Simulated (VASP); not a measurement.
Wanted: the native input for a VASP 6.6.1 run.

```
Task                   : relaxation of cell and atoms
Functional             : PBE
Potentials or basis    : VASP PAW PBE potentials, release 64 (Cd, S)
Cutoff                 : 700 eV
k mesh                 : 10 × 10 × 10
Occupations            : gaussian, width 0.02 eV
Spin                   : no spin polarisation
Further INCAR settings : ALGO = Fast; EDIFF = 1e-07; IBRION = 2; EDIFFG = -0.002; NSW = 80; ISIF = 3
```

The structure of CdS lies in POSCAR:

```
CdS                                     
1.0
   -0.0000000000      2.9684375829      2.9684375829
    2.9684375829     -0.0000000000      2.9684375829
    2.9684375829      2.9684375829     -0.0000000000
  Cd              S             
     1     1
Direct
     0.0000000000000000    0.0000000000000000    0.0000000000000000
     0.2500000000000000    0.2500000000000000    0.2500000000000000
```

The input as run:

INCAR

```
SYSTEM = CdS
PREC = Accurate
ENCUT = 700
EDIFF = 1E-7
ISMEAR = 0
SIGMA = 0.02
LREAL = .False.
LASPH = .True.
NELM = 60
ALGO = Fast
ISIF = 3
LWAVE = .False.
LCHARG = .False.
GGA = PE
IBRION = 2
NSW = 80
EDIFFG = -0.002
```

KPOINTS

```
regular mesh
0
Gamma
  10 10 10
  0 0 0
```

Potentials or basis: VASP PAW PBE potentials, release 64 (Cd, S).

Launch:

```console
$ cat potpaw_PBE.64/Cd/POTCAR potpaw_PBE.64/S/POTCAR > POTCAR
$ mpirun -np 1 vasp_std > vasp.out
```

Results of the run:

The relaxed volume is 26.17 Å³/atom, the relaxed cell is a = 4.199 Å, b = 4.199 Å, c = 4.199 Å, α = 60.00°, β = 60.00°, γ = 60.00° and the space group after relaxing (to 0.05 Å) is F-43m (No. 216). The energy gained by relaxing is 0.0 meV/atom. The ionic steps are 2. The pressure after relaxing is 0.0 GPa and the band gap on the k mesh is 1.03 eV, direct.

Wall time 28 s on 1 thread of Intel(R) Xeon(R) 6975P-C (Granite Rapids), on a shared host, peak memory 0.24 GiB.
